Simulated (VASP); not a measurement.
ZnB:

```
CELL_PARAMETERS angstrom
2.80737 0.00000 0.00000
0.00000 2.80737 0.00000
0.00000 0.00000 2.80737
ATOMIC_POSITIONS crystal
Zn 0.00000 0.00000 0.00000
B 0.50000 0.50000 0.50000
```

The cell was built by a generator and needn't be a form met in nature.

Base run:

| Item | Value |
| --- | --- |
| Program | VASP 6.6.1 |
| Functional | BLYP |
| Potentials or basis | VASP PAW PBE potentials, release 64 (Zn, B) |
| Cutoff | 520 eV |
| k mesh | 9 × 9 × 9 |
| Occupations | fermi-dirac, width 0.05 eV |
| Spin | no spin polarisation |

Its results: pressure 8.5 GPa.

Task: The run is repeated on the same cell with these changes: functional from BLYP to PW91. What comes out?

Result: Pressure 1.3 GPa.

PW91 binds more tightly than BLYP, so the same cell stands under less pressure.

Caveats: the PAW data sets were made with another functional, which shifts forces and pressure a little.
